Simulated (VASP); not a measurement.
Computed with PBEsol GGA, VASP's PBE PAW potentials (set 64) (plane waves; VASP).

VASP ran on this input.

POSCAR:
```
Pt
1
    0.0000000000     1.9472338555     1.9472338555
    1.9472338555     0.0000000000     1.9472338555
    1.9472338555     1.9472338555     0.0000000000
Pt
1
Direct
  0.0000000000   0.0000000000   0.0000000000
```

File KPOINTS:
```
Automatic mesh
0
Gamma
16 16 16
0 0 0
```

INCAR:
```
SYSTEM=Pt
PREC=Accurate; ENCUT=500; LREAL=F
LASPH=T
EDIFF=1E-6; NELM=100; ALGO=Normal
LMAXMIX=6
ISMEAR=1; SIGMA=0.1
GGA=PS
IBRION=2; NSW=40; ISIF=3
EDIFFG=-0.02; PSTRESS=100
LWAVE=F; LCHARG=F
```

POTCAR, in this order: Pt (PBE.64 set). Program: vasp_std.

Unless said otherwise, spin-orbit coupling is left out, though it shifts the bands of the heavy elements here.

Estimate the energy per atom (σ→0), volume per atom, band gap (on the k-mesh).

```yaml
energy per atom (σ→0): -6.948 eV/atom
band gap (on the k-mesh): none (metal, semimetal or under 0.01 eV)
volume_per_atom: 14.55 Å³/atom
```

**OSZICAR**
```
...
DAV:   1    -0.717708732321E+01   -0.32349E+00   -0.55793E+00  2656   0.257E+01    0.342E+00
DAV:   2    -0.696134282650E+01    0.21574E+00   -0.62996E-01  2615   0.711E+00    0.178E+00
DAV:   3    -0.694728064335E+01    0.14062E-01   -0.66221E-02  2757   0.218E+00    0.897E-01
DAV:   4    -0.694778442448E+01   -0.50378E-03   -0.18956E-03  3034   0.319E-01    0.164E-01
DAV:   5    -0.694785996541E+01   -0.75541E-04   -0.68073E-05  3346   0.579E-02    0.262E-02
DAV:   6    -0.694786905251E+01   -0.90871E-05   -0.34391E-06  3034   0.117E-02    0.133E-03
DAV:   7    -0.694786895543E+01    0.97080E-07   -0.30822E-08  1324   0.168E-03
   3 F= -.60400364E+01 E0= -.60398173E+01  d E =-.366524E-02
```

The compound is Pt in the fcc structure. This run relaxes it under an external pressure of 10 GPa. Symmetry was kept, so distortions that lower it aren't found.
